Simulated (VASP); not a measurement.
**Au: transverse stress against strain**

Au (fcc, Fm-3m, 17.552 Å³/atom and stress up to 0.18 GPa in the relaxed cell, cube axes along x, y and z) under a strain ε along a cube axis (axis z), the other axes held. r2SCAN in VASP (plane waves, PAW), 480 eV, 18×18×18 Γ-centred mesh, Methfessel-Paxton smearing 0.10 eV. Stress is positive for a compressed cell.

Here s stands for strain and y for stress xx.

```
strain (%)  stress xx (GPa)
----------  ---------------
-1.50                  2.51
-1.00                  1.70
-0.50                  0.92
0.00                   0.18
0.50                  -0.54
1.00                  -1.24
1.50                  -1.91
3.00                      ?
```

Q: Fit y against s with a straight line, and predict the withheld value at s = 3.00.

A: Means: s 0, y 0.231. About the means, the sum of products is -10.300 and the sum of squares of s is 7.0000; the slope is their ratio. Least squares gives y = 0.231 - 1.4714·s. Residuals (row less fit): 0.072, -0.002, -0.047, -0.051, -0.035, 0.000, 0.066; standard error 0.056 (degrees of freedom: 5). The slope gives the elastic constant C12 = about 150 GPa. At the withheld row, y = 0.231 - 1.4714 × 3.0 = -4.183 GPa. The calculation gives -3.79 GPa, 0.393 GPa above the prediction (6.2 % of the range of y in the table). The row lies outside the fitted rows, so this is an extrapolation. From the scatter of the fitted rows alone, a prediction at this place has a standard error of 0.087 GPa, so the miss is 4.5 times that.

A polynomial of degree 2 through the 12 other runs of the series gives -3.78 there, so most of the miss is curvature that the fit leaves out. In a metal these values are sensitive to mesh and smearing; energies are taken to zero smearing, stresses follow the free energy. Spin-orbit coupling is left out, which can shift these values for the heavy elements here. Rows are the converged runs of the series near zero and its far end, less any whose ions stayed unrelaxed beside relaxed ones; series whose fitted rows scatter by over a few per cent of the range, as at a crossing or softening among them, aren't shown in this form. Most that stay on the fit to the last digits aren't either.
